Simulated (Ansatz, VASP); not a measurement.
## Cross-check of Al6Ge8O25 (glassy 73GeO2-27Al2O3 (mol %)) between VASP and Ansatz

Wanted: the spread between two codes on one cell, functional and k mesh. Of the first pair: The cell is taken from a series of runs on this material, whose earlier steps may have relaxed, scaled, displaced or heated it; both programs get it as it stands.

Main program and level: Ansatz 0.2.0; plane waves, with VASP 6.6.1 beside it; single point at RPBE.

### Step 1. Starting point

The cell holds 117 atoms: 24 Ge, 18 Al and 75 O. Its edges and angles: a = 11.924 Å, b = 11.974 Å, c = 11.852 Å, α = 89.3°, β = 88.8°, γ = 91.8°. As first built, before any earlier steps moved the atoms (in the runner's words): 117 atoms (24 Ge, 18 Al, 75 O) placed at random at 3.46 g/cm^3, melted at 4000 K for 10 ps at fixed volume with the Morse and Coulomb pair potential with partial charges (Pedone, Malavasi, Menziani, Cormack and Segre, J. Phys. Chem. B 110, 11780 (2006)). Quenched from 4000 K to 300 K at 10 K/ps and fixed volume, held 10 ps at zero pressure.

### Step 2. VASP: single point, RPBE, pair 1

A single point gives forces, pressure and levels at one fixed geometry, so differences don't come from the geometry; what else differs is listed under the comparison.

Lines of VASP's logs that name or quote its potential files are left out, and so is its time.

Contents of INCAR:

```
SYSTEM = Al6Ge8O25
PREC = Accurate
ENCUT = 600
EDIFF = 1E-06
NELM = 120
ISMEAR = 0
SIGMA = 0.05
LREAL = Auto
ALGO = Normal
GGA = RP
NBANDS = 512
LORBIT = 11
LWAVE = .FALSE.
LCHARG = .FALSE.
ISIF = 2
LASPH = .TRUE.
GGA_COMPAT = .FALSE.
EFERMI = MIDGAP
NCORE = 4
```

Contents of POSCAR:

```
Al6Ge8O25
1.0
   11.9215900000     -0.1882700000      0.1275000000
   -0.1882700000     11.9725700000      0.0708600000
    0.1275000000      0.0708600000     11.8514400000
Ge Al O
24 18 75
Direct
    0.7998700000      0.5777800000      0.3119700000
    0.2948200000      0.9546400000      0.9949400000
    0.9237500000      0.1612800000      0.4323700000
    0.4033500000      0.5087300000      0.3527400000
    0.5058100000      0.8102700000      0.8582100000
    0.3481500000      0.0246100000      0.6598800000
    0.5122400000      0.7518000000      0.3351700000
    0.2367100000      0.5726500000      0.0665600000
    0.3076500000      0.2756500000      0.2024600000
    0.0352500000      0.2235000000      0.1799200000
    0.4081300000      0.4002600000      0.7569000000
    0.2635900000      0.2289700000      0.9396100000
    0.5434400000      0.3460900000      0.5165900000
    0.7497800000      0.2774400000      0.8776100000
    0.9097900000      0.8326000000      0.2571000000
    0.2828600000      0.8826500000      0.2689700000
    0.2303000000      0.5993400000      0.6453700000
    0.7779900000      0.5262200000      0.7255900000
    0.6813500000      0.3992200000      0.1221100000
    0.6699500000      0.9568100000      0.2095600000
    0.5957400000      0.0600800000      0.7742400000
    0.0095100000      0.4407800000      0.9912600000
    0.5359600000      0.1928800000      0.2878700000
    0.1789800000      0.6288500000      0.3206200000
    0.7655000000      0.9766600000      0.5676800000
    0.6813800000      0.7031200000      0.5239100000
    0.9346500000      0.8333300000      0.5525100000
    0.1171600000      0.1465900000      0.6244900000
    0.9598300000      0.9689600000      0.7759900000
    0.0919200000      0.7802400000      0.0247200000
[... 81 atom lines left out ...]
    0.7490200000      0.3065100000      0.0250900000
    0.8780600000      0.5147200000      0.4298100000
    0.8844200000      0.9438300000      0.6507700000
    0.6148300000      0.5059300000      0.0541600000
    0.9192600000      0.2843700000      0.5095000000
    0.3344900000      0.9329600000      0.1371500000
```

Contents of KPOINTS:

```
Automatic mesh
0
Gamma
1 1 1
0 0 0
```

The projector-augmented-wave data sets are Ge_d, Al and O (PBE family, release 64).

Command:

```sh
mpirun -np 16 vasp_gam
```

Numbers of over 12 decimals in the logs are rounded to 6 here.

The program printed:

```text
[banner, memory and clock lines left out]
running   16 mpi-ranks, on    1 nodes
[...]
|                                                                             |
|               ----> ADVICE to this user running VASP <----                  |
|                                                                             |
|     You enforced a specific xc type in the INCAR file but a different       |
|     [... a line on the potential file left out ...]
|     I HOPE YOU KNOW WHAT YOU ARE DOING!                                     |
|                                                                             |

 LDA part: xc-table for (Slater+PW92), standard interpolation
 POSCAR, INCAR and KPOINTS ok, starting setup
[...]
entering main loop
       N       E                     dE             d eps       ncg     rms          rms(c)
DAV:   1     0.285206310076E+05    0.28521E+05   -0.29007E+05  1280   0.409E+03
DAV:   2     0.589718208264E+04   -0.22623E+05   -0.21507E+05  1024   0.115E+03
DAV:   3    -0.158508957082E+02   -0.59130E+04   -0.55149E+04  1128   0.390E+02
DAV:   4    -0.827380738404E+03   -0.81153E+03   -0.79327E+03  1208   0.161E+02
[...]
DAV:  18    -0.745902688470E+03    0.36949E-05   -0.54541E-05  1432   0.339E-02    0.767E-03
DAV:  19    -0.745902690600E+03   -0.21301E-05   -0.39005E-05  1440   0.138E-02    0.432E-03
DAV:  20    -0.745902689955E+03    0.64533E-06   -0.17096E-06   816   0.100E-02
   1 F= -.74590269E+03 E0= -.74590269E+03  d E =0.000000E+00
```

Parts of OUTCAR (step 2):

```text
  FREE ENERGIE OF THE ION-ELECTRON SYSTEM (eV)
  ---------------------------------------------------
  free  energy   TOTEN  =      -745.9026899551 eV

  energy  without entropy=     -745.9026899551  energy(sigma->0) =     -745.90268996

[... 1 further part left out ...]
```

The PAW data sets were made with PBE, which is usual practice but a small mismatch for other functionals.

### Step 3. Ansatz: single point, RPBE, pair 1

Ansatz runs on its default PAW (the set named soft_2) files.

The same cell, functional, mesh and smearing now go to Ansatz, which takes its cutoff from its data sets.

Contents of input.yaml:

```yaml
crystal:
  lattice:
    - [11.92159, -0.18827, 0.1275]
    - [-0.18827, 11.97257, 0.07086]
    - [0.1275, 0.07086, 11.85144]
  atoms:
    - { symbol: Ge, position: [0.79987, 0.57778, 0.31197] }
    - { symbol: Ge, position: [0.29482, 0.95464, 0.99494] }
    - { symbol: Ge, position: [0.92375, 0.16128, 0.43237] }
    - { symbol: Ge, position: [0.40335, 0.50873, 0.35274] }
    - { symbol: Ge, position: [0.50581, 0.81027, 0.85821] }
    - { symbol: Ge, position: [0.34815, 0.02461, 0.65988] }
    - { symbol: Ge, position: [0.51224, 0.7518, 0.33517] }
    - { symbol: Ge, position: [0.23671, 0.57265, 0.06656] }
    - { symbol: Ge, position: [0.30765, 0.27565, 0.20246] }
    - { symbol: Ge, position: [0.03525, 0.2235, 0.17992] }
    - { symbol: Ge, position: [0.40813, 0.40026, 0.7569] }
    - { symbol: Ge, position: [0.26359, 0.22897, 0.93961] }
    - { symbol: Ge, position: [0.54344, 0.34609, 0.51659] }
    - { symbol: Ge, position: [0.74978, 0.27744, 0.87761] }
    - { symbol: Ge, position: [0.90979, 0.8326, 0.2571] }
    - { symbol: Ge, position: [0.28286, 0.88265, 0.26897] }
    - { symbol: Ge, position: [0.2303, 0.59934, 0.64537] }
    - { symbol: Ge, position: [0.77799, 0.52622, 0.72559] }
    - { symbol: Ge, position: [0.68135, 0.39922, 0.12211] }
    - { symbol: Ge, position: [0.66995, 0.95681, 0.20956] }
    - { symbol: Ge, position: [0.59574, 0.06008, 0.77424] }
    - { symbol: Ge, position: [0.00951, 0.44078, 0.99126] }
    - { symbol: Ge, position: [0.53596, 0.19288, 0.28787] }
    - { symbol: Ge, position: [0.17898, 0.62885, 0.32062] }
    - { symbol: Al, position: [0.7655, 0.97666, 0.56768] }
    - { symbol: Al, position: [0.68138, 0.70312, 0.52391] }
    - { symbol: Al, position: [0.93465, 0.83333, 0.55251] }
    - { symbol: Al, position: [0.11716, 0.14659, 0.62449] }
    - { symbol: Al, position: [0.95983, 0.96896, 0.77599] }
    - { symbol: Al, position: [0.09192, 0.78024, 0.02472] }
[... 81 atom lines left out ...]
    - { symbol: O, position: [0.74902, 0.30651, 0.02509] }
    - { symbol: O, position: [0.87806, 0.51472, 0.42981] }
    - { symbol: O, position: [0.88442, 0.94383, 0.65077] }
    - { symbol: O, position: [0.61483, 0.50593, 0.05416] }
    - { symbol: O, position: [0.91926, 0.28437, 0.5095] }
    - { symbol: O, position: [0.33449, 0.93296, 0.13715] }
kpoints:
  mp_grid: { grid: [1, 1, 1] }
hamiltonian:
  xc: rpbe
scf:
  occupations: { method: gaussian, width: 0.05 }
output:
  forces: true
  stress: true
  populations: true
  dos:
    method: { smearing: { sigma: 0.08 } }
    de: 0.1
    projected: { site_lists: { Al: [Al], Ge: [Ge], O: [O] } }
  eigenvalues: true
  write_density: true
  write_potential: true
  volumetric_format: npy
  elf: true
```

Command:

```sh
ansatz run input.yaml --threads 4 --pin off --max-ram 8192MiB --backend cpu --events-out ev --progress --plain --runs-dir out
```

The program printed:

```text
Engine: ansatz 0.2.0, x86_64-unknown-linux-gnu
Pseudopotentials: kind: paw
Pseudopotential: Ge, paw, valence charge 14, recommended cutoff 420 eV (normal), Ge.paw.azcp
Pseudopotential: Al, paw, valence charge 3, recommended cutoff 420 eV (normal), Al.paw.azcp
Pseudopotential: O, paw, valence charge 6, recommended cutoff 420 eV (normal), O.paw.azcp
Functional definition: RPBE
  parameter kappa = 0.804
  parameter beta = 0.066725
  exchange = rpbe_x(kappa = kappa, mu = beta*pi^2/3)
  correlation = pbe_c(beta = beta)
Crystal: 117 atoms, lattice volume = 1690.903 Å³
Basis set: ecut = 420 eV, 32999 PW (Γ), exchange–correlation on 160×162×160 points (8 copies of the dense FFT grid, shifted against one another)
Bands: 537, of which v1, the nominal top of the filled ones, is band 420 counted from 1 (419 counted from 0)
Symmetry: 1 space group operations
Space group: P1 (ITA 1), of the structure as read, at distance tolerance 1.2e-4 Å
k-points: 1
Non-local potential: Ge, projectors of the file, l = 0: 2, l = 1: 2, l = 2: 3, l = 3: 1
Non-local potential: Al, projectors of the file, l = 0: 2, l = 1: 2, l = 2: 1
Non-local potential: O, projectors of the file, l = 0: 2, l = 1: 2, l = 2: 1
PAW form: soft (Blöchl's): semilocal exchange-correlation on the pseudo side does not see the compensation charge
PAW frozen core: Ge, regenerated for the run's functional, and the local potential with it (the file was generated under x = pbe(κ = 0.804, μ = 0.219515), c = pbe(β = 0.066725))
PAW frozen core: Al, regenerated for the run's functional, and the local potential with it (the file was generated under x = pbe(κ = 0.804, μ = 0.219515), c = pbe(β = 0.066725))
PAW frozen core: O, regenerated for the run's functional, and the local potential with it (the file was generated under x = pbe(κ = 0.804, μ = 0.219515), c = pbe(β = 0.066725))
PAW one-centre angular grid: Ge, 590 points (default); XC on 64 Gauss nodes
PAW one-centre angular grid: Al, 110 points (default); XC on 64 Gauss nodes
PAW one-centre angular grid: O, 110 points (default); XC on 64 Gauss nodes
Initial density: superposition of atomic densities (neutral atoms: chi_scale 0, normalization atom), corrected by the library's trained network
Initial wavefunctions: pseudopotential atomic-orbital guess
Functional: x = rpbe, c = pbe(β = 0.066725)
SCF iter   1: F=—  HF=-155683.688697 eV  |F-HF|=—  |Δ(HF+E_count)|=         —  Δρ=4.69e-3  dr2=3.60e-1  ethr=1.77e-3  ⟨swp⟩=6.0  Hψ=2189  notcnv=0  defer=8
preconditioner: auto → Resta (q_TF=auto, 2.428 Å⁻¹)  ε∞=2.8  [insulator: Δε(μ)=2.444 eV  Ē_g=19.444 eV  σ=0.050 eV  W_gap=1.00  n_scr=420 (ndim 8)  ℏωp=26.2 eV  f_vac=0.182  D(μ)=0.00/eV (n_scr^D=0)  ε∞_Penn≈2.8]
SCF iter   2: F=—  HF=-155683.604916 eV  |F-HF|=—  |Δ(HF+E_count)|=   8.38e-2  Δρ=2.31e-3  dr2=4.46e-2  ethr=4.29e-5  ⟨swp⟩=2.0  Hψ=1046  notcnv=0  defer=109
SCF iter   3: F=—  HF=-155683.609965 eV  |F-HF|=—  |Δ(HF+E_count)|=   5.05e-3  Δρ=1.01e-3  dr2=1.41e-2  ethr=5.31e-6  ⟨swp⟩=2.0  Hψ=614  notcnv=0  defer=109
SCF iter   4: F=—  HF=-155683.614459 eV  |F-HF|=—  |Δ(HF+E_count)|=   4.49e-3  Δρ=3.66e-4  dr2=2.09e-3  ethr=1.68e-6  ⟨swp⟩=2.0  Hψ=654  notcnv=0  defer=109
SCF iter   5: F=—  HF=-155683.614431 eV  |F-HF|=—  |Δ(HF+E_count)|=   2.76e-5  Δρ=1.20e-4  dr2=2.37e-4  ethr=2.49e-7  ⟨swp⟩=2.0  Hψ=797  notcnv=0  defer=109
SCF iter   6: F=—  HF=-155683.614715 eV  |F-HF|=—  |Δ(HF+E_count)|=   2.84e-4  Δρ=4.95e-5  dr2=3.74e-5  ethr=2.82e-8  ⟨swp⟩=2.0  Hψ=728  notcnv=0  defer=109
SCF iter   7: F=—  HF=-155683.614894 eV  |F-HF|=—  |Δ(HF+E_count)|=   1.79e-4  Δρ=2.01e-5  dr2=6.59e-6  ethr=4.45e-9  ⟨swp⟩=2.0  Hψ=828  notcnv=0  defer=109
SCF iter   8: F=—  HF=-155683.614901 eV  |F-HF|=—  |Δ(HF+E_count)|=   6.74e-6  Δρ=6.65e-6  dr2=7.39e-7  ethr=7.85e-10  ⟨swp⟩=2.0  Hψ=727  notcnv=0  defer=109
SCF iter   9: F=—  HF=-155683.614902 eV  |F-HF|=—  |Δ(HF+E_count)|=   8.00e-7  Δρ=3.59e-6  dr2=2.00e-7  ethr=8.80e-11  ⟨swp⟩=2.0  Hψ=818  notcnv=0  defer=109
SCF iter  10: F=-155683.614902 eV  HF=-155683.614902 eV  |F-HF|=1.81e-8  |Δ(HF+E_count)|=   1.46e-7  Δρ=1.07e-6  dr2=2.16e-8  ethr=1.19e-11  ⟨swp⟩=15.0  Hψ=3838  notcnv=0
SCF 1 converged in 10 iterations: F = -155683.614902 eV  dr2 = 2.16e-8
  greatest PAW one-centre occupation: 0.999 electrons in one spin orbital (limit 2), on the Ge atom at site 16 (counted from 0), in its partial waves of l = 2
[...]
atom 109  O     -0.00048286     0.00063576     0.00030617
  atom 110  O      0.00156667     0.00207505     0.00354532
  atom 111  O      0.00231695     0.00344865    -0.00195832
  atom 112  O      0.00115737    -0.00336311    -0.00235109
  atom 113  O      0.00225135    -0.00594559    -0.00311137
  atom 114  O     -0.00120897     0.00421633    -0.00501377
  atom 115  O      0.00025284    -0.00028335     0.00067576
  atom 116  O      0.00190860     0.00672830     0.00347308
  atom 117  O      0.00223835    -0.00009731    -0.00780787
  max |Σ_I F_I| component: 9.43e-5 eV/Å
--- Stress (GPa, compression-positive) ---
        0.003215      -0.013216       0.011450
       -0.013222       0.002587      -0.001377
        0.011443      -0.001369       0.008205
  P = ⅓ Tr σ = 0.0047 GPa (0.047 kbar)
--- Band table (eV) ---
  k-point 0: bands = [... 416 lower, 3.3053, 3.3499, 3.4153, 3.4554, 5.7961, 6.8242, 6.9171, 7.1301, ... 113 higher]
--- Löwdin populations: 117 sites ---
  site symbol       q [e]
     0     Ge     12.3877
     1     Ge     12.3670
     2     Ge     12.4045
     3     Ge     12.3985
     4     Ge     12.4060
     5     Ge     12.4113
     6     Ge     12.4097
     7     Ge     12.4157
     8     Ge     12.3797
     9     Ge     12.3718
    10     Ge     12.3710
    11     Ge     12.3953
    12     Ge     12.3668
    13     Ge     12.3996
    14     Ge     12.3971
    15     Ge     12.3844
    16     Ge     12.4084
    17     Ge     12.3884
    18     Ge     12.3775
    19     Ge     12.3756
    20     Ge     12.4093
    21     Ge     12.4156
    22     Ge     12.3776
    23     Ge     12.4249
[...]
109      O      6.8708
   110      O      6.7252
   111      O      6.7271
   112      O      6.7987
   113      O      6.8690
   114      O      6.8060
   115      O      6.8207
   116      O      6.7325
  spilling = 0.005935 (of n_electrons = 840.000000)
```

### Step 4. Comparison

Known differences besides the potentials themselves: the cutoff is 420 eV in Ansatz and 600 eV in VASP (PREC = Accurate, projectors in real space); Ansatz makes its cores anew for this functional, VASP keeps those of its PBE data sets. Total energies have different zeros and are not compared.

Both answers:

```csv
quantity,Ansatz,VASP,difference
pressure (GPa),0.00,-0.80,+0.80
gap on the k mesh (eV),2.341,2.321,+0.020
```

Forces on 7 of the 117 atoms, those with the largest forces and the largest differences (eV/Å; atoms numbered as in POSCAR):

```csv
atom,"Ansatz x, y, z","VASP x, y, z"
Ge2,"-0.002, -0.003, -0.008","0.089, 0.014, -0.024"
Ge5,"0.004, -0.002, 0.002","-0.049, -0.095, 0.007"
Ge8,"0.001, 0.003, -0.004","0.082, 0.013, -0.042"
Ge17,"0.000, -0.009, 0.007","0.077, -0.071, 0.039"
Ge21,"-0.004, -0.001, 0.004","-0.022, 0.065, -0.068"
Ge24,"-0.007, -0.008, 0.005","-0.097, 0.019, 0.035"
O77,"0.002, 0.002, -0.002","0.081, -0.032, -0.043"
```

The forces differ by 31 meV/Å r.m.s., where the r.m.s. force is 0.004 eV/Å in Ansatz and 0.032 eV/Å in VASP: the atoms lie near their places of rest in Ansatz, so a percentage would say little (all taken over all components). A gap on the mesh is an upper bound, since the band edges may lie between its points.

(Continued in part 2 of 2.)

[Lines on the potential files, build, host, timing and source positions are cut from VASP's logs without a mark.]

[Logs are printed without paths, hosts, clocks, repeated set-up lines and the standing remarks that a program may print on its own settings, such as how far it seeks lower states.]

[Hosts, paths, dates, database ids (printed as entryN), source tags and the programs' standing remarks are cut or masked in the printed files.]
